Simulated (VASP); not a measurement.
Here is the system:

```xyz
1
Lattice="0.0000 1.9000 1.9000 1.9000 0.0000 1.9000 1.9000 1.9000 0.0000" Properties=species:S:1:pos:R:3 pbc="T T T"
Rh     0.0000     0.0000     0.0000
```

Method: r2SCAN meta-GGA with spin-orbit coupling, VASP's PBE PAW potentials (set 64) (plane waves; VASP). Settings: 400 eV cut-off, 15×15×15 Γ-centred mesh, Gaussian smearing of 0.050 eV, potentials Rh_pv.

### Question
Give the energies of bands 7 to 18 at the high-symmetry points, in eV from the Fermi level.

### Answer

| band | Γ | X | U | L | W |
|---|---|---|---|---|---|
| 7 | -8.23 | -6.61 | -5.78 | -6.39 | -5.26 |
| 8 | -8.23 | -6.61 | -5.78 | -6.39 | -5.26 |
| 9 | -3.32 | -6.24 | -4.98 | -3.48 | -4.01 |
| 10 | -3.32 | -6.24 | -4.98 | -3.48 | -4.01 |
| 11 | -3.32 | 0.45 | -2.16 | -3.20 | -3.96 |
| 12 | -3.32 | 0.45 | -2.16 | -3.20 | -3.96 |
| 13 | -3.06 | 0.91 | -0.79 | 0.47 | -1.31 |
| 14 | -3.06 | 0.91 | -0.79 | 0.47 | -1.31 |
| 15 | -1.09 | 1.16 | 0.39 | 0.64 | 1.02 |
| 16 | -1.09 | 1.16 | 0.39 | 0.64 | 1.02 |
| 17 | -1.09 | 3.45 | 8.22 | 0.87 | 9.89 |
| 18 | -1.09 | 3.45 | 8.22 | 0.87 | 9.89 |

It has no gap at this level: it comes out as a metal or semimetal.

The compound is Rh in the fcc structure. The cell was not relaxed at this level.
